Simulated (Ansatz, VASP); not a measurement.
**Au (Gold) in two plane-wave programs**

One calculation is typed for both programs; each brings its own data sets and cutoff. How far apart do they land?

Calculated with Ansatz 0.2.0; plane waves, with VASP 6.6.1 beside it; relaxation of cell and atoms at PBEsol.

The database entry behind the starting cell differs from later determinations by our own check (about 0.15 % short), so it need not match the best structure at ambient conditions.

**1. The starting structure**

It takes space group Fm-3m (No. 225, cubic). Conventional cell: a = 4.072 Å, b = 4.072 Å, c = 4.072 Å, α = 90.00°, β = 90.00°, γ = 90.00°. Au has 12 Au at 2.88 Å nearest.

As a file:

```xyz
1
Lattice="0.0000 2.0360 2.0360 2.0360 0.0000 2.0360 2.0360 2.0360 0.0000" Properties=species:S:1:pos:R:3 pbc="T T T"
Au    0.0000    0.0000    0.0000
```

**2. VASP: relaxation of cell and atoms, PBEsol**

The relaxed volume is the usual yardstick between codes: its relative difference is about their pressure difference at one cell divided by the bulk modulus.

Lines of VASP's logs that name or quote its potential files are left out, and so is its time.

INCAR

```
SYSTEM = Au
PREC = Accurate
ENCUT = 400
EDIFF = 1E-06
NELM = 100
ISMEAR = 1
SIGMA = 0.2
LREAL = .FALSE.
ALGO = Normal
GGA = PS
NBANDS = 11
LASPH = .TRUE.
LORBIT = 11
LWAVE = .FALSE.
LCHARG = .FALSE.
KPAR = 2
IBRION = 2
NSW = 60
ISIF = 3
EDIFFG = -0.01
```

POSCAR

```
Au
1.0
    0.0000000000      2.0360000000      2.0360000000
    2.0360000000      0.0000000000      2.0360000000
    2.0360000000      2.0360000000      0.0000000000
Au
1
Direct
    0.0000000000      0.0000000000      0.0000000000
```

KPOINTS

```
Automatic mesh
0
Gamma
9 9 9
0 0 0
```

The projector-augmented-wave data sets are Au (PBE family, release 64).

Started as:

```console
$ mpirun -np 2 vasp_std
```

Numbers of over 12 decimals in the logs are rounded to 6 here.

The program printed:

```text
[banner, memory and clock lines left out]
running    2 mpi-ranks, on    1 nodes
 distrk:  each k-point on    1 cores,    2 groups
 distr:  one band on    1 cores,    1 groups

 POSCAR found type information on POSCAR Au
 POSCAR found :  1 types and       1 ions
|                                                                             |
|               ----> ADVICE to this user running VASP <----                  |
|                                                                             |
|     You enforced a specific xc type in the INCAR file but a different       |
|     [... a line on the potential file left out ...]
|     I HOPE YOU KNOW WHAT YOU ARE DOING!                                     |
|                                                                             |

 LDA part: xc-table for (Slater+PW92), standard interpolation
 POSCAR, INCAR and KPOINTS ok, starting setup
 FFT: planning ... GRIDC
 FFT: planning ... GRID_SOFT
 FFT: planning ... GRID
 WAVECAR not read
 entering main loop
       N       E                     dE             d eps       ncg     rms          rms(c)
DAV:   1     0.346141631867E+02    0.34614E+02   -0.48677E+03   890   0.704E+02
DAV:   2    -0.388317474700E+01   -0.38497E+02   -0.36014E+02   857   0.162E+02
DAV:   3    -0.428220493650E+01   -0.39903E+00   -0.39890E+00   875   0.160E+01
DAV:   4    -0.428345949545E+01   -0.12546E-02   -0.12545E-02   860   0.107E+00
DAV:   5    -0.428346823227E+01   -0.87368E-05   -0.87372E-05   866   0.835E-02    0.981E+00
DAV:   6    -0.397295307310E+01    0.31052E+00   -0.89702E-01   803   0.799E+00    0.608E+00
DAV:   7    -0.395085788917E+01    0.22095E-01   -0.71024E-02   875   0.222E+00    0.291E+00
DAV:   8    -0.394784782681E+01    0.30101E-02   -0.12203E-03   821   0.338E-01    0.248E-01
DAV:   9    -0.394784150837E+01    0.63184E-05   -0.27125E-05   863   0.420E-02    0.149E-02
DAV:  10    -0.394784391851E+01   -0.24101E-05   -0.13917E-06   854   0.103E-02    0.953E-04
DAV:  11    -0.394784398418E+01   -0.65674E-07   -0.26441E-08   448   0.130E-03
   1 F= -.39478440E+01 E0= -.39483942E+01  d E =-.394784E+01
 curvature:   0.00 expect dE= 0.000E+00 dE for cont linesearch  0.000E+00
 trial: gam= 0.00000 g(F)=  0.125E-63 g(S)=  0.237E-02 ort = 0.000E+00 (trialstep = 0.100E+01)
 search vector abs. value=  0.237E-02
 bond charge predicted
       N       E                     dE             d eps       ncg     rms          rms(c)
DAV:   1    -0.398778121110E+01   -0.39937E-01   -0.77787E-01   806   0.860E+00    0.120E+00
DAV:   2    -0.394878010356E+01    0.39001E-01   -0.11695E-01   800   0.285E+00    0.536E-01
DAV:   3    -0.394692018569E+01    0.18599E-02   -0.77708E-03   857   0.715E-01    0.384E-01
DAV:   4    -0.394689127566E+01    0.28910E-04   -0.25542E-04   809   0.110E-01    0.155E-02
DAV:   5    -0.394689248789E+01   -0.12122E-05   -0.67551E-06   896   0.190E-02    0.181E-03
DAV:   6    -0.394689254610E+01   -0.58209E-07   -0.29291E-07   521   0.379E-03
   2 F= -.39468925E+01 E0= -.39470170E+01  d E =0.951438E-03
 trial-energy change:    0.000951  1 .order    0.000902   -0.002371    0.004175
 step:   0.3519(harm=  0.3622)  dis= 0.00000  next Energy=    -3.948259 (dE=-0.415E-03)
 bond charge predicted
       N       E                     dE             d eps       ncg     rms          rms(c)
DAV:   1    -0.396550806239E+01   -0.18616E-01   -0.32627E-01   803   0.555E+00    0.782E-01
DAV:   2    -0.394895577271E+01    0.16552E-01   -0.50103E-02   797   0.186E+00    0.316E-01
DAV:   3    -0.394825159996E+01    0.70417E-03   -0.30029E-03   857   0.443E-01    0.223E-01
DAV:   4    -0.394826021317E+01   -0.86132E-05   -0.13364E-04   809   0.701E-02    0.111E-02
DAV:   5    -0.394826008685E+01    0.12632E-06   -0.13064E-06   836   0.976E-03
   3 F= -.39482601E+01 E0= -.39486074E+01  d E =-.416103E-03
 curvature:  -0.18 expect dE=-0.237E-06 dE for cont linesearch -0.237E-06
 trial: gam= 0.00000 g(F)=  0.199E-62 g(S)=  0.131E-05 ort =-0.558E-04 (trialstep = 0.870E+00)
 search vector abs. value=  0.131E-05
 reached required accuracy - stopping structural energy minimisation
```

From OUTCAR (step 2):

```text
ion  position               nearest neighbor table
   1  0.000  0.000  0.000-

  LATTYP: Found a face centered cubic cell.
 ALAT       =     4.0720000000

 Subroutine GETGRP returns: Found 48 space group operations
 (whereof 48 operations were pure point group operations)

The static configuration has the point symmetry O_h .

 Found     35 irreducible k-points:

   k-points           NKPTS =     35   k-points in BZ     NKDIM =     35   number of bands    NBANDS=     11

   dimension x,y,z NGX =    20 NGY =   20 NGZ =   20
   dimension x,y,z NGXF=    40 NGYF=   40 NGZF=   40

   ENCUT  =  400.0 eV  29.40 Ry    5.42 a.u.   4.70  4.70  4.70*2*pi/ulx,y,z

   NELECT =      11.0000    total number of electrons

 k-points in reciprocal lattice and weights: Automatic mesh
   0.00000000  0.00000000  0.00000000       0.001
   0.11111111  0.00000000  0.00000000       0.011
   0.22222222  0.00000000  0.00000000       0.011
   0.33333333  0.00000000  0.00000000       0.011
   0.44444444  0.00000000  0.00000000       0.011
   0.11111111  0.11111111  0.00000000       0.008
   0.22222222  0.11111111  0.00000000       0.033
   0.33333333  0.11111111  0.00000000       0.033
   0.44444444  0.11111111  0.00000000       0.033
[...]
-0.33333333  0.44444444  0.11111111       0.033
  -0.33333333  0.44444444  0.22222222       0.033

 average (electrostatic) potential at core
       1 -64.0288

 E-fermi :   9.2301

 k-point     1 :       0.0000    0.0000    0.0000
  band No.  band energies     occupation
    ...
      2       4.6412      2.00000
      3       4.6412      2.00000
      4       4.6412      2.00000
      5       6.1785      2.00000
      6       6.1785      2.00000
      7      23.8270      0.00000
      8      27.8359      0.00000
      9      27.8359      0.00000
     10      27.8359      0.00000
     11      32.7119      0.00000

 k-point     2 :       0.1111    0.0000    0.0000
  band No.  band energies     occupation
    ...
      2       4.5123      2.00000
      3       4.7778      2.00000
      4       4.7778      2.00000
      5       6.1252      2.00000
      6       6.1252      2.00000
      7      24.2544      0.00000
      8      25.6381      0.00000
      9      28.3340      0.00000
     10      28.3340      0.00000
     11      33.1204      0.00000

 k-point     3 :       0.2222    0.0000    0.0000
  band No.  band energies     occupation
    ...
      2       4.4100      2.00000
      3       4.9362      2.00000
      4       4.9362      2.00000
      5       6.2344      2.00000
      6       6.2344      2.00000
      7      21.5509      0.00000
      8      25.0140      0.00000
      9      29.2837      0.00000
     10      29.2837      0.00000
     11      31.0092      0.00000

  Total       -0.0030106     -0.0030106     -0.0030106     -0.0000000      0.0000000      0.0000000
  in kB       -0.2839089     -0.2839089     -0.2839089     -0.0000000      0.0000000      0.0000000
  external PRESSURE =      -0.2839089 kB  Pullay stress =       0.0000000 kB

  energy-cutoff  :      400.00
  volume of cell :       16.99
      direct lattice vectors                 reciprocal lattice vectors
    -0.000000000  2.040423608  2.040423608    -0.245047155  0.245047155  0.245047155
     2.040423608 -0.000000000  2.040423608     0.245047155 -0.245047155  0.245047155
     2.040423608  2.040423608 -0.000000000     0.245047155  0.245047155 -0.245047155

 POSITION                                       TOTAL-FORCE (eV/Angst)
 -----------------------------------------------------------------------------------
      0.00000      0.00000     -0.00000         0.000000      0.000000      0.000000
 -----------------------------------------------------------------------------------
    total drift:                                0.000000     -0.000000      0.000000

  FREE ENERGIE OF THE ION-ELECTRON SYSTEM (eV)
  ---------------------------------------------------
  free  energy   TOTEN  =        -3.9482600868 eV

  energy  without entropy=       -3.9493019923  energy(sigma->0) =       -3.94860739

 reached required accuracy - stopping structural energy minimisation

 total charge
# of ion       s       p       d       tot
------------------------------------------
    1        0.537   0.359   8.753   9.649

[... 3 further parts left out ...]
```

**3. Ansatz: relaxation of cell and atoms, PBEsol**

Ansatz runs on its default PAW (the set named soft_2) files.

The same cell, functional, mesh and smearing now go to Ansatz, which takes its cutoff from its data sets.

input.yaml

```yaml
crystal:
  lattice:
    - [0.0, 2.036, 2.036]
    - [2.036, 0.0, 2.036]
    - [2.036, 2.036, 0.0]
  atoms:
    - { symbol: Au, position: [0.0, 0.0, 0.0] }
hamiltonian:
  xc: pbesol
  pseudopotentials: { kind: paw }
kpoints:
  mp_grid: { grid: [9, 9, 9] }
scf:
  occupations: { method: methfessel_paxton, width: 0.2 }
relax:
  f_tol: 0.01
  max_steps: 60
  cell: { stress_tol: 0.05 }
output:
  forces: true
  stress: true
```

Started as:

```console
$ ansatz run input.yaml --threads 4 --pin off --max-ram 9216MiB --backend cpu --events-out ev --progress --plain --runs-dir out
```

The program printed:

```text
Engine: ansatz 0.2.0, x86_64-unknown-linux-gnu
Pseudopotentials: kind: paw
Pseudopotential: Au, paw, valence charge 19, recommended cutoff 420 eV (normal), Au.paw.azcp
Functional definition: PBEsol
  exchange = pbesol_x
  correlation = pbesol_c
Crystal: 1 atoms, lattice volume = 16.880 Å³
Basis set: ecut = 420 eV, 331 PW (Γ), exchange–correlation on 40×40×40 points (8 copies of the dense FFT grid, shifted against one another)
Bands: 14, of which v1, the nominal top of the filled ones, is band 10 counted from 1 (9 counted from 0)
Symmetry: 48 space group operations
Space group: Fm-3m (ITA 225), of the structure as read, at distance tolerance 2.6e-5 Å
k-points: 35 of 729
Non-local potential: Au, projectors of the file, l = 0: 3, l = 1: 2, l = 2: 2, l = 3: 1
PAW form: soft (Blöchl's): semilocal exchange-correlation on the pseudo side does not see the compensation charge
PAW frozen core: Au, regenerated for the run's functional, and the local potential with it (the file was generated under x = pbe(κ = 0.804, μ = 0.219515), c = pbe(β = 0.066725))
PAW one-centre angular grid: Au, 590 points (default); XC on 64 Gauss nodes
Initial density: superposition of atomic densities (neutral atoms: chi_scale 0, normalization atom), corrected by the library's trained network
Initial wavefunctions: pseudopotential atomic-orbital guess
Functional: x = pbesol(κ = 0.804, μ = 0.123457), c = pbesol(β = 0.046)
SCF iter   1: F=—  HF=-13007.124469 eV  |F-HF|=—  |Δ(HF+E_count)|=         —  Δρ=5.77e-3  dr2=4.92e-3  ethr=1.77e-3  ⟨swp⟩=4.1  Hψ=2305  notcnv=0
preconditioner: auto → none  [insulator: Δε(μ)=0.358 eV  Ē_g=16.061 eV  σ=0.200 eV  W_gap=1.01  n_scr=8 (ndim 8)  ℏωp=30.0 eV  f_vac=0.000  D(μ)=0.05/eV (n_scr^D=0)  ε∞_Penn≈4.5]
SCF iter   2: F=—  HF=-13007.123266 eV  |F-HF|=—  |Δ(HF+E_count)|=   1.20e-3  S|Δr|=    0.00e0  Δρ=1.96e-3  dr2=3.15e-4  ethr=2.59e-5  ⟨swp⟩=2.3  Hψ=920  notcnv=0
SCF iter   3: F=—  HF=-13007.123179 eV  |F-HF|=—  |Δ(HF+E_count)|=   8.69e-5  S|Δr|=    0.00e0  Δρ=8.47e-4  dr2=2.88e-5  ethr=1.66e-6  ⟨swp⟩=2.3  Hψ=719  notcnv=0
SCF iter   4: F=—  HF=-13007.123179 eV  |F-HF|=—  |Δ(HF+E_count)|=   3.37e-7  S|Δr|=    0.00e0  Δρ=7.25e-5  dr2=1.88e-7  ethr=1.52e-7  ⟨swp⟩=2.7  Hψ=653  notcnv=0
SCF iter   5: F=-13007.123179 eV  HF=-13007.123179 eV  |F-HF|=8.95e-10  |Δ(HF+E_count)|=   2.35e-7  S|Δr|=    0.00e0  Δρ=6.25e-6  dr2=1.54e-9  ethr=5.26e-10  ⟨swp⟩=4.0  Hψ=1489  notcnv=0
SCF 1 converged in 5 iterations: F = -13007.123179 eV  dr2 = 1.54e-9
  greatest PAW one-centre occupation: 1.001 electrons in one spin orbital (limit 2), on the Au atom at site 0 (counted from 0), in its partial waves of l = 0
relax step   1: F+E_penalty+E_count = -13007.12317937 eV  Δ(F+E_penalty+E_count) = +0.000e0 eV  max|allowed force component| = 0.000e0 eV/Å  Δτ_max = 0.0000 Å  P = +1.481 GPa  Ω = 16.880 Å³  (5 SCF iters, dr2 threshold 1.00e-7 eV, accepted)
[...]
relax step   2: F+E_penalty+E_count = -13007.12151926 eV  Δ(F+E_penalty+E_count) = +1.660e-3 eV  max|allowed force component| = 0.000e0 eV/Å  Δτ_max = 0.0000 Å  P = -2.619 GPa  Ω = 17.280 Å³  energy of the carried Pulay correction = -1.156e-4 eV  (5 SCF iters, dr2 threshold 1.00e-7 eV, rejected (line search))
[...]
relax step   3: F+E_penalty+E_count = -13007.12377541 eV  Δ(F+E_penalty+E_count) = -5.960e-4 eV  max|allowed force component| = 0.000e0 eV/Å  Δτ_max = 0.0000 Å  P = -0.033 GPa  Ω = 17.022 Å³  energy of the carried Pulay correction = -4.142e-5 eV  (7 SCF iters, accepted)
[...]
relax step   4: F+E_penalty+E_count = -13007.12382291 eV  Δ(F+E_penalty+E_count) = -4.751e-5 eV  max|allowed force component| = 0.000e0 eV/Å  Δτ_max = 0.0000 Å  P = -0.036 GPa  Ω = 17.022 Å³  stress off target by 3.64e-2 GPa  SCF on the basis re-selected at this cell (its energy is not comparable with the rows above)  (4 SCF iters)
basis re-selected at this cell: Δ(F+E_penalty+E_count) = -4.751e-5 eV, ΔP = -0.003 GPa vs the last step (what re-selecting the basis moved, of the pressure what is left beyond the Pulay correction that the steps carried, after the strain that the cell walked since its last selection, with what the two solves' SCF thresholds leave and, on support functions, any second-order correction that the steps lacked; it is no measure of the basis error at this ecutwfc). This SCF's stress stands 3.64e-2 GPa from its target on what of the cell is left free (relax.cell.stress_tol is 5.00e-2 GPa) and its largest allowed force component is 0.00e0 eV/Å (relax.f_tol is 1.00e-2 eV/Å): [rest of the remark cut]
SCF converged after 4 iterations
Stability not checked: this state was not tested for a lower state beside it, because cold or Methfessel-Paxton smearing, or corrected tetrahedra, fill the levels in a way that the test cannot read (fill_not_monotonic; see scf.lower_state_search)
Free energy (F): -13007.123823 eV
Harris-Foulkes:  -13007.123823 eV  (|F-HF|=1.09e-11)
Internal energy: -13007.125413 eV  (E = F + TS)
E sigma→0 (E₀):  -13007.124221 eV
Entropy (-TS):   0.001591 eV (1.591 meV/atom)
Fermi energy:    20.332410 eV
--- Per-component energies (eV) ---
  E_band       = -209.670108
  E_kinetic    = 604.716592
  E_local      = -1704.493106  (includes V_loc(G=0)·N_el)
  E_nonlocal   = 77.655303
  E_hartree    = 725.361958
  E_xc         = -226.624055
  E_vxc        = -274.664110  (∫ρ·V_xc dr)
  E_paw        = -9565.735347  (= ΣΔE_a)
  E_vpaw       = -363.610189  (= ΣTr[D̂ρ^β])
  E_aug_tail   = 0.001433  (compensation charges beyond the density's cutoff)
  E_ewald      = -2918.317671
  E_core_change = 0.309479  (= ΣΔE_core)
  E_smearing   = 0.001591  (= −TS)
  E_closure    = 0.000000  (closes the sum)
  Σ components = -13007.123823   (vs F -13007.123823, Δ=0.00e0)
--- Forces (eV/Å), atoms counted from 1 ---
  atom   1  Au    -0.00000000    -0.00000000     0.00000000
  max |Σ_I F_I| component: 7.29e-32 eV/Å
--- Stress (GPa, compression-positive) ---
       -0.036391      -0.000000       0.000000
       -0.000000      -0.036391      -0.000000
        0.000000      -0.000000      -0.036391
  P = ⅓ Tr σ = -0.0364 GPa (-0.364 kbar)
--- Relaxed structure (3 steps of the walk, 2 accepted, 1 SCFs on fresh bases) ---
  F+E_penalty+E_count = -13007.12382291 eV   max|allowed force component| = 0.000e0 eV/Å   (the final SCF, on the basis selected at the relaxed cell)
  cell:  # Å, volume = 17.0219 Å³
    - [0, 2.041704, 2.041704]
    - [2.041704, 0, 2.041704]
    - [2.041704, 2.041704, 0]
  atoms:
    - { symbol: Au, position: [0.0, 0.0, 0.0] }
```

It took 1.8 s on 4 threads of Intel Xeon at 2.60GHz (Ice Lake), shared host; peak memory 0.34 GiB.

**4. Differences**

Known differences besides the potentials themselves: both relaxations stop at a tolerance, which leaves soft axes loose, and VASP keeps its plane-wave basis; the data sets hold 19 valence electrons in Ansatz (default PAW (the set named soft_2) files) and 11 in VASP; the cutoff is 420 eV in Ansatz and 400 eV in VASP; Ansatz makes its cores anew for this functional, VASP keeps those of its PBE data sets; Ansatz adds a Pulay correction to the stress that steers its cell, VASP none. Total energies have different zeros and are not compared.

Both answers:

```tsv
quantity	Ansatz	VASP	difference
volume (Å³)	17.02	16.99	+0.19 %
edge a after relaxation, in the typed setting (Å)	2.887	2.886	+0.06 %
```

The walks stopped with -0.04 GPa left in Ansatz and -0.03 GPa in VASP; each walk ends within a tolerance, so the volume difference is uncertain by about these residues over the bulk modulus, most in soft cells.

**5. What came out**

| Quantity | Value |
| --- | --- |
| difference in volume (relaxation of cell and atoms, PBEsol) | 0.19 % |

**Reading.** The difference in volume is 0.19 % (relaxation of cell and atoms, PBEsol), within the 1.2 % picked in this series as the mark of a large difference, as far as the stopping tolerances let one tell. How closely two codes agree says nothing of how well the functional describes the real material.

[Lines on the potential files, build, host, timing and source positions are cut from VASP's logs without a mark.]

[Logs are printed without paths, hosts, clocks, repeated set-up lines and the standing remarks that a program may print on its own settings, such as how far it seeks lower states.]

[Hosts, paths, dates, database ids (printed as entryN), source tags and the programs' standing remarks are cut or masked in the printed files.]
